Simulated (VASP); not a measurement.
Input:

```yaml
crystal:
  lattice:
    - [4.07109, 0.00000, 0.00000]
    - [0.00000, 4.07109, 0.00000]
    - [0.00000, 0.00000, 4.07109]
  atoms:
    - { symbol: K, position: [0.00000, 0.00000, 0.00000] }
    - { symbol: Zn, position: [0.50000, 0.50000, 0.50000] }
    - { symbol: F, position: [0.50000, 0.00000, 0.50000] }
    - { symbol: F, position: [0.00000, 0.50000, 0.50000] }
    - { symbol: F, position: [0.50000, 0.50000, 0.00000] }
```

Computed with revTPSS meta-GGA, VASP's PBE PAW potentials (set 64) (plane waves; VASP). Settings: 520 eV cut-off, 6×6×6 Γ-centred mesh, Gaussian smearing of 0.050 eV, potentials K_sv Zn F.

Q: Estimate the energy per atom (σ→0), band gap (on the k-mesh) with the smallest direct gap where there is one.

A: 
| Property | Value |
|---|---|
| band gap (on the k-mesh) | 3.93 eV |
| smallest direct gap (on the k-mesh) | 5.69 eV |
| energy per atom (σ→0) | -4.128 eV/atom |

The compound is KZnF3 in the cubic perovskite structure. It was relaxed first.
